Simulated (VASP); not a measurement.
Method: vdW-DF-cx, VASP's PBE PAW potentials (set 64) (plane waves; VASP 6.6.1).

The input files of a VASP run:

File KPOINTS:
```
Automatic mesh
0
Gamma
11 11 9
0 0 0
```

File POSCAR:
```
HfB2
1
    1.5355161966    -2.6595922948     0.0000000000
    1.5355161966     2.6595922948     0.0000000000
    0.0000000000     0.0000000000     3.3978499439
Hf B
1 2
Direct
  0.0000000000   0.0000000000   0.0000000000
  0.3333330000   0.6666670000   0.5000000000
  0.6666670000   0.3333330000   0.5000000000
```

INCAR:
```
! general
SYSTEM   = HfB2
PREC     = Accurate
ENCUT    = 520
LREAL    = .False.
LASPH    = .True.

! electronic loop
EDIFF    = 1E-7
NELM     = 100
ALGO     = Normal
LMAXMIX  = 6

! smearing
ISMEAR   = 1
SIGMA    = 0.1

! functional
GGA      = CX
LUSE_VDW = .True.
AGGAC    = 0.0

! ions
IBRION   = 2
NSW      = 30
ISIF     = 4
EDIFFG   = -0.01

! output
LWAVE    = .False.
LCHARG   = .False.
```

POTCAR, in this order: Hf_pv B (PBE.64 set). Program: vasp_std.

What VASP printed:

### OUTCAR
```
 ion  position               nearest neighbor table
   1  0.000  0.000  0.000-   2 2.46   3 2.46   2 2.46   3 2.46   3 2.46   3 2.46   2 2.46   2 2.46
                             3 2.46   3 2.46   2 2.46   2 2.46
   2  0.333  0.667  0.500-   3 1.77   3 1.77   3 1.77   1 2.46   1 2.46   1 2.46   1 2.46   1 2.46
                             1 2.46
   3  0.667  0.333  0.500-   2 1.77   2 1.77   2 1.77   1 2.46   1 2.46   1 2.46   1 2.46   1 2.46
                             1 2.46
  LATTYP: Found a hexagonal cell.
 ALAT       =     3.0710325893
 C/A-ratio  =     1.1064193704
 Subroutine PRICEL returns:
 Original cell was already a primitive cell.
 Subroutine GETGRP returns: Found 24 space group operations
The static configuration has the point symmetry D_6h.
The dynamic configuration has the point symmetry D_6h.
 Subroutine INISYM returns: Found 24 space group operations
 Subroutine IBZKPT returns following result:
 Found     80 irreducible k-points:

 Following reciprocal coordinates:
            Coordinates               Weight
  0.000000  0.000000  0.000000      1.000000
  0.090909  0.000000  0.000000      6.000000
  0.181818  0.000000  0.000000      6.000000
  0.272727  0.000000  0.000000      6.000000
...
```

### OSZICAR
```
       N       E                     dE             d eps       ncg     rms          rms(c)
DAV:   1     0.323310504077E+02    0.32331E+02   -0.84703E+03  1928   0.128E+03
DAV:   2    -0.238660744767E+02   -0.56197E+02   -0.52266E+02  2420   0.243E+02
DAV:   3    -0.254608292312E+02   -0.15948E+01   -0.15623E+01  2504   0.318E+01
DAV:   4    -0.254732298991E+02   -0.12401E-01   -0.12394E-01  2300   0.296E+00
DAV:   5    -0.254733531428E+02   -0.12324E-03   -0.12323E-03  2508   0.231E-01    0.597E+01
DAV:   6    -0.233643745198E+02    0.21090E+01   -0.45584E+00  2260   0.146E+01    0.426E+01
DAV:   7    -0.233280715384E+02    0.36303E-01   -0.17901E+00  2416   0.955E+00    0.108E+01
DAV:   8    -0.232409728519E+02    0.87099E-01   -0.57264E-01  2292   0.550E+00    0.198E+00
DAV:   9    -0.232361080837E+02    0.48648E-02   -0.36806E-02  2200   0.156E+00    0.291E-01
DAV:  10    -0.232360264028E+02    0.81681E-04   -0.96328E-04  2356   0.284E-01    0.366E-01
DAV:  11    -0.232360297703E+02   -0.33675E-05   -0.77525E-05  2304   0.751E-02    0.177E-01
DAV:  12    -0.232360269925E+02    0.27778E-05   -0.69679E-06  2336   0.240E-02    0.240E-02
DAV:  13    -0.232360271082E+02   -0.11567E-06   -0.38727E-07  2352   0.599E-03    0.193E-03
DAV:  14    -0.232360271115E+02   -0.33565E-08   -0.85745E-09  1304   0.926E-04
   1 F= -.23236027E+02 E0= -.23235998E+02  d E =-.232360E+02
       N       E                     dE             d eps       ncg     rms          rms(c)
DAV:   1    -0.232371095239E+02   -0.10824E-02   -0.57438E-02  2056   0.211E+00    0.302E-01
DAV:   2    -0.232366620072E+02    0.44752E-03   -0.74837E-04  2352   0.249E-01    0.129E-01
DAV:   3    -0.232364723263E+02    0.18968E-03   -0.19556E-04  2344   0.114E-01    0.388E-02
DAV:   4    -0.232364610776E+02    0.11249E-04   -0.22843E-05  2508   0.397E-02    0.237E-02
DAV:   5    -0.232364608351E+02    0.24251E-06   -0.11323E-06  2232   0.862E-03    0.112E-02
DAV:   6    -0.232364608058E+02    0.29351E-07   -0.61044E-08  1372   0.244E-03
   2 F= -.23236461E+02 E0= -.23236416E+02  d E =-.433694E-03
       N       E                     dE             d eps       ncg     rms          rms(c)
DAV:   1    -0.232364969153E+02   -0.36080E-04   -0.16144E-03  2064   0.354E-01    0.516E-02
DAV:   2    -0.232364843054E+02    0.12610E-04   -0.21058E-05  2352   0.416E-02    0.219E-02
DAV:   3    -0.232364789972E+02    0.53081E-05   -0.55305E-06  2344   0.191E-02    0.642E-03
DAV:   4    -0.232364787051E+02    0.29216E-06   -0.63689E-07  2488   0.662E-03    0.394E-03
DAV:   5    -0.232364787041E+02    0.96816E-09   -0.29045E-08  1096   0.143E-03
   3 F= -.23236479E+02 E0= -.23236436E+02  d E =-.451593E-03
```

OUTCAR:
```
------------------------ aborting loop because EDIFF is reached ----------------------------------------
  FORCE on cell =-STRESS in cart. coord.  units (eV):
  Direction    XX          YY          ZZ          XY          YZ          ZX
  --------------------------------------------------------------------------------------
  Total        3.1206876      3.1206881      3.1201271      0.0000000      0.0000000      0.0000000
  in kB      180.1595193    180.1595526    180.1271657      0.0000000      0.0000000      0.0000000
  external PRESSURE =     180.1487459 kB  Pullay stress =       0.0000000 kB
  volume of cell :       27.75
      direct lattice vectors                 reciprocal lattice vectors
     1.537697356 -2.663370194 -0.000000000     0.325161514 -0.187732070 -0.000000000
     1.537697356  2.663370194  0.000000000     0.325161514  0.187732070 -0.000000000
     0.000000000  0.000000000  3.388217339     0.000000000 -0.000000000  0.295140453
 POSITION                                       TOTAL-FORCE (eV/Angst)
 -----------------------------------------------------------------------------------
      0.00000     -0.00000     -0.00000        -0.000000      0.000000      0.000000
      1.53770      0.88779      1.69411         0.000000     -0.000000     -0.000000
      1.53770     -0.88779      1.69411        -0.000000      0.000000      0.000000
 -----------------------------------------------------------------------------------
    total drift:                                0.000000     -0.000000      0.000000
  FREE ENERGIE OF THE ION-ELECTRON SYSTEM (eV)
  ---------------------------------------------------
  free  energy   TOTEN  =       -23.2364787041 eV

  energy  without entropy=      -23.2363492365  energy(sigma->0) =      -23.23643555

 reached required accuracy - stopping structural energy minimisation
```
(Selected blocks of OUTCAR.)

**CONTCAR**
```
HfB2
   1.00000000000000
     1.5376973561918217   -2.6633701939844108   -0.0000000000000000
     1.5376973561918217    2.6633701939844108    0.0000000000000000
     0.0000000000000000    0.0000000000000000    3.3882173385105583
  Hf              B
     1     2
Direct
     0.0000000000000000    0.0000000000000000    0.0000000000000000
     0.3333330000000032    0.6666669999999968    0.5000000000000000
     0.6666669999999968    0.3333330000000032    0.5000000000000000
```

File OUTCAR:
```
 val. band max:        8.0140867448   @ k =   0.0000   0.0000   0.2222

 cond. band min:       8.1563406328   @ k =   0.2727   0.1818   0.0000


 Fermi energy:         8.1334562806

 k-point     1 :       0.0000    0.0000    0.0000
  band No.  band energies     occupation
      1     -22.2684      2.00000
      2     -21.6790      2.00000
      3     -21.6790      2.00000
      4      -5.9561      2.00000
      5       4.9825      2.00000
      6       5.0782      2.00000
      7       5.0782      2.00000
      8       5.4965      2.00000
      9      12.4971      0.00000
     10      12.4971      0.00000
     11      13.2343      0.00000
     12      13.2344      0.00000

 k-point     2 :       0.0909    0.0000    0.0000
  band No.  band energies     occupation
      1     -22.2550      2.00000
      2     -21.7608      2.00000
      3     -21.6968      2.00000
      4      -5.7641      2.00000
      5       4.5832      2.00000
      6       5.0827      2.00000
      7       5.1703      2.00000
      8       5.3080      2.00000
      9      11.8679      0.00000
     10      12.3603      0.00000
     11      12.3896      0.00000
     12      12.7435      0.00000

 k-point     3 :       0.1818    0.0000    0.0000
  band No.  band energies     occupation
      1     -22.2190      2.00000
      2     -21.9741      2.00000
      3     -21.7442      2.00000
      4      -5.2175      2.00000
      5       3.4369      2.00000
      6       4.8718      2.00000
      7       5.0530      2.00000
      8       5.5839      2.00000
      9      10.6825      0.00000
     10      12.0197      0.00000
     11      12.1097      0.00000
     12      12.7958      0.00000

 k-point     4 :       0.2727    0.0000    0.0000
  band No.  band energies     occupation
      1     -22.2415      2.00000
      2     -22.1714      2.00000
      3     -21.8056      2.00000
      4      -4.3873      2.00000
      5       2.0761      2.00000
      6       4.4043      2.00000
...
```

Unless said otherwise, spin-orbit coupling is left out, though it shifts the bands of the heavy elements here.

The compound is HfB2 in the AlB2 type structure. This cell is one point of a volume scan, at 0.94 of the reference volume. Symmetry was kept, so distortions that lower it aren't found.
